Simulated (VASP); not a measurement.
**Hf: a series in biaxial strain in the (0001) plane**

Wanted: the elastic response of Hf to biaxial strain in the (0001) plane, with a fit that predicts a row left out.

Method: r2SCAN; plane waves and PAW (Hf_sv_GW), in the first sound run; inputs show where later runs differ, in VASP 6.6.1.

### 1. Starting point

The structure is hexagonal, space group P6_3/mmc (No. 194). Conventional cell: a = 3.200 Å, b = 3.200 Å, c = 5.062 Å, α = 90.00°, β = 90.00°, γ = 120.00°. Nearest to Hf lie 12 Hf at 3.13 to 3.20 Å.

As a file:

```cif
data_structure
_symmetry_space_group_name_H-M 'P6_3/mmc'
_symmetry_Int_Tables_number 194
_cell_length_a 3.2000
_cell_length_b 3.2000
_cell_length_c 5.0624
_cell_angle_alpha 90.000
_cell_angle_beta 90.000
_cell_angle_gamma 120.000
_cell_volume 44.89
loop_
_atom_site_label
_atom_site_type_symbol
_atom_site_symmetry_multiplicity
_atom_site_Wyckoff_symbol
_atom_site_fract_x
_atom_site_fract_y
_atom_site_fract_z
_atom_site_occupancy
Hf1 Hf 2 d 0.33333 0.66667 0.75000 1
```

### 2. Relax the crystal, r2SCAN

The series starts from the cell that this level prefers, so that zero strain is near zero stress.

This step took 2 runs in a row; the last is shown.

Level: r2SCAN; plane waves and PAW (Hf_sv_GW).

Contents of INCAR:

```
SYSTEM = Hf
PREC = Accurate
ENCUT = 470
EDIFF = 1E-07
NELM = 120
ISMEAR = 1
SIGMA = 0.15
LREAL = .FALSE.
ALGO = Normal
METAGGA = R2SCAN
LASPH = .TRUE.
NBANDS = 18
LORBIT = 11
LWAVE = .FALSE.
LCHARG = .FALSE.
KPAR = 8
IBRION = 2
NSW = 40
ISIF = 3
EDIFFG = -0.005
POTIM = 0.4
```

Contents of POSCAR:

```
Hf
1.0
    3.1859367787      0.0000000000      0.0000000000
   -1.5929683894      2.7591021852      0.0000000000
    0.0000000000      0.0000000000      5.0263932259
Hf
2
Direct
    0.0000000000      0.0000000000      0.0000000000
    0.3333333333      0.6666666667      0.5000000000
```

Contents of KPOINTS:

```
Automatic mesh
0
Gamma
21 21 12
0 0 0
```

Potentials, in the order of the species: Hf_sv_GW (PBE family, release 64).

On the command line:

```bash
$ mpirun -np 8 vasp_std
```

The log of the run:

```text
[banner, memory and clock lines left out]
running    8 mpi-ranks, on    1 nodes
[...]
|                                                                             |
|           W    W    AA    RRRRR   N    N  II  N    N   GGGG   !!!           |
|           W    W   A  A   R    R  NN   N  II  NN   N  G    G  !!!           |
|           W    W  A    A  R    R  N N  N  II  N N  N  G       !!!           |
|           W WW W  AAAAAA  RRRRR   N  N N  II  N  N N  G  GGG   !            |
|           WW  WW  A    A  R   R   N   NN  II  N   NN  G    G                |
|           W    W  A    A  R    R  N    N  II  N    N   GGGG   !!!           |
|                                                                             |
|     For optimal performance we recommend to set                             |
|       NCORE = 2 up to number-of-cores-per-socket                            |
|     NCORE specifies how many cores store one orbital (NPAR=cpu/NCORE).      |
|     This setting can greatly improve the performance of VASP for DFT.       |
[...]
|     You enforced a specific xc type in the INCAR file but a different       |
|     [... a line on the potential file left out ...]
|     I HOPE YOU KNOW WHAT YOU ARE DOING!                                     |
|                                                                             |

 LDA part: xc-table for (None), standard interpolation
 POSCAR, INCAR and KPOINTS ok, starting setup
[...]
entering main loop
       N       E                     dE             d eps       ncg     rms          rms(c)
DAV:   1     0.119351919812E+03    0.11935E+03   -0.14063E+04 12152   0.124E+03
DAV:   2    -0.942786349697E+02   -0.21363E+03   -0.21090E+03 16212   0.343E+02
DAV:   3    -0.103400525872E+03   -0.91219E+01   -0.90712E+01 14752   0.713E+01
DAV:   4    -0.103465594733E+03   -0.65069E-01   -0.64917E-01 16446   0.605E+00
[...]
DAV:  13    -0.958070413212E+02    0.14207E-05   -0.49246E-07 13916   0.714E-03    0.110E-01
DAV:  14    -0.958070417692E+02   -0.44807E-06   -0.60429E-07 13236   0.767E-03    0.830E-03
DAV:  15    -0.958070417435E+02    0.25753E-07   -0.22767E-08  7626   0.140E-03
   1 F= -.95807042E+02 E0= -.95807347E+02  d E =-.958070E+02
[...]
reached required accuracy - stopping structural energy minimisation
```

The job ended after 74 s (8 MPI ranks of AMD EPYC 9R45, shared host; peak memory 2.5 GiB; 7.8 min of CPU time).

Lines that name or quote the potential files are left out of all logs, and their timing lines are given in words.

Parts of OUTCAR (step 2):

```text
  Total        0.0019555      0.0019555     -0.0007512     -0.0000000      0.0000000     -0.0000000
  in kB        0.0709116      0.0709116     -0.0272416     -0.0000000      0.0000000     -0.0000000
  external PRESSURE =       0.0381939 kB  Pullay stress =       0.0000000 kB

 POSITION                                       TOTAL-FORCE (eV/Angst)
 -----------------------------------------------------------------------------------
      0.00000      0.00000      0.00000         0.000000      0.000000      0.000000
     -0.00000      1.83940      2.51320        -0.000000     -0.000000      0.000000
 -----------------------------------------------------------------------------------
    total drift:                                0.000000     -0.000000     -0.000000

  FREE ENERGIE OF THE ION-ELECTRON SYSTEM (eV)
  ---------------------------------------------------
  free  energy   TOTEN  =       -95.8070417435 eV

  energy  without entropy=      -95.8079587921  energy(sigma->0) =      -95.80734743

 reached required accuracy - stopping structural energy minimisation

[... 3 further parts left out ...]
[key lines of the parts left out:]
E-fermi :   8.8522
```

Read from the output:

| Property | Result |
| --- | --- |
| energy(sigma→0) of the program | -95.8073 eV |
| stress, compression positive | xx, yy, zz 0.01, 0.01, 0.00 GPa |
| volume | 44.184 Å³ |
| ionic steps | 1 |

### 3. Strain along the normal, r2SCAN

One member in full: the plane is strained by 0.5 %, and the strain along the normal is moved by secant steps until the normal stress is under 0.012 GPa or five steps are spent; the atoms relax at each step.

This step took 2 runs, each at a new trial strain with the atoms of the one before; the last is shown.

Level: r2SCAN; plane waves and PAW (Hf_sv_GW).

INCAR, as its differences from that of step 2:

```diff
@@ -15,7 +15,7 @@
 LCHARG = .FALSE.
-KPAR = 8
-IBRION = 2
-NSW = 40
-ISIF = 3
-EDIFFG = -0.005
-POTIM = 0.4
+KPAR = 2
+IBRION = 1
+NSW = 25
+ISIF = 2
+EDIFFG = -0.004
+POTIM = 0.3
```

Contents of POSCAR:

```
Hf
1.0
    3.2018664630      0.0000000000      0.0000000000
   -1.6009332310      2.7728976960      0.0000000000
    0.0000000000      0.0000000000      5.0099732130
Hf
2
Direct
    0.0000000000      0.0000000000      0.0000000000
    0.3333333333      0.6666666667      0.5000000000
```

KPOINTS is that of step 2.

On the command line:

```bash
$ mpirun -np 2 vasp_std
```

The log of the run:

```text
[banner, memory and clock lines left out]
running    2 mpi-ranks, on    1 nodes
[...]
[... a notice as in an earlier step ...]

 LDA part: xc-table for (None), standard interpolation
 POSCAR, INCAR and KPOINTS ok, starting setup
[...]
entering main loop
       N       E                     dE             d eps       ncg     rms          rms(c)
DAV:   1     0.121279852094E+03    0.12128E+03   -0.14141E+04 12154   0.124E+03
DAV:   2    -0.942462354194E+02   -0.21553E+03   -0.21281E+03 16220   0.343E+02
DAV:   3    -0.103424196959E+03   -0.91780E+01   -0.91301E+01 14734   0.718E+01
DAV:   4    -0.103488176687E+03   -0.63980E-01   -0.63797E-01 16282   0.606E+00
[...]
DAV:  13    -0.958070527297E+02    0.15526E-05   -0.52284E-07 14056   0.735E-03    0.120E-01
DAV:  14    -0.958070528375E+02   -0.10778E-06   -0.59672E-07 13250   0.763E-03    0.908E-03
DAV:  15    -0.958070527810E+02    0.56424E-07   -0.21684E-08  7596   0.136E-03
   1 F= -.95807053E+02 E0= -.95807279E+02  d E =-.958071E+02
 BRION: g(F)=  0.103E-46 g(S)=  0.000E+00
 reached required accuracy - stopping structural energy minimisation
```

The job ended after 3.3 min (2 MPI ranks; peak memory 0.61 GiB).

From OUTCAR (step 3):

```text
  Total       -0.3129783     -0.3129783      0.0025973     -0.0000000      0.0000000      0.0000000
  in kB      -11.2733344    -11.2733343      0.0935533     -0.0000000      0.0000000      0.0000000
  external PRESSURE =      -7.4843718 kB  Pullay stress =       0.0000000 kB

 POSITION                                       TOTAL-FORCE (eV/Angst)
 -----------------------------------------------------------------------------------
      0.00000      0.00000      0.00000        -0.000000     -0.000000      0.000000
      0.00000      1.84860      2.50499         0.000000      0.000000      0.000000
 -----------------------------------------------------------------------------------
    total drift:                                0.000000     -0.000000     -0.000000

  FREE ENERGIE OF THE ION-ELECTRON SYSTEM (eV)
  ---------------------------------------------------
  free  energy   TOTEN  =       -95.8070527810 eV

  energy  without entropy=      -95.8077300307  energy(sigma->0) =      -95.80727853

[... 2 parts as in an earlier step ...]

[... 2 further parts left out ...]
[key lines of the parts left out:]
E-fermi :   8.7827
```

This run gave:

| Property | Result |
| --- | --- |
| energy(sigma→0) of the program | -95.8073 eV |
| stress, compression positive | xx, yy, zz -1.13, -1.13, 0.01 GPa |
| ionic steps | 1 |

### 4. All members

The other members went through these steps as far as the tables show, with the same cutoff and, step by step, the same mesh; 23 runs are not shown. The session took 3.5 core hours (wall time by ranks) on a shared machine.

| in-plane strain (%) | strain along the normal (%) | in-plane stress, tension positive (GPa) | energy above the unstrained row, extrapolated to no smearing (meV/atom) |
| --- | --- | --- | --- |
| -2.000 | 1.344 | -4.886 | 16.291 |
| -1.500 | 0.997 | -3.623 | 9.689 |
| -1.000 | 0.656 | -2.388 | 4.792 |
| -0.500 | 0.328 | -1.180 | 1.586 |
| 0 | 0.000 | -0.007 | 0.000 |
| 0.500 | -0.327 | 1.127 | 0.034 |
| 1.000 | -0.646 | 2.226 | 1.625 |
| 1.500 | -0.976 | ? | ? |
| 2.000 | -1.313 | 4.281 | 9.295 |

### 5. Stress from the known rows

Fitting a parabola to the 8 known rows (e: strain in %) gives stress = − 0.07401 e² + 2.296 e − 0.007822 in GPa; the residuals are 0.0078 GPa r.m.s.

At e = 1.5 this predicts 3.270 GPa.

### 6. The withheld row

The calculation gives 3.277 GPa, so the prediction is 0.007 GPa too low, within twice the residual of the fit.

Slopes at zero strain, from cubics through all rows: strain ratio -0.649, stress over strain 231 GPa. For (0001) the ratio is −2C₁₃/C₃₃.

### 7. Outcome

| Quantity | Value |
| --- | --- |
| error of the predicted stress | -0.007 GPa |
| ratio of normal to in-plane strain | -0.649 |
| biaxial modulus | 231 GPa |

As a check, the curvature of the energy gives 233 GPa for the same modulus (energy per volume = M × strain²), 1 % from the slope of the stress. The energy also has a linear term worth 0.55 GPa that the stress column lacks, a mark of the finite basis or of the smearing. These are static values: temperature and zero-point motion are left out. In a metal the slopes also depend on mesh and smearing, which were held through the series.

[Lines on the potential files, build, host, timing and source positions are cut from VASP's logs without a mark.]

[Logs are printed without paths, hosts, clocks, repeated set-up lines and the standing remarks that a program may print on its own settings, such as how far it seeks lower states.]

[Hosts, paths, dates, database ids (printed as entryN), source tags and the programs' standing remarks are cut or masked in the printed files.]

[In band tables of VASP the shares of atoms and orbitals are scaled to a sum of 1 inside the atoms' spheres.]
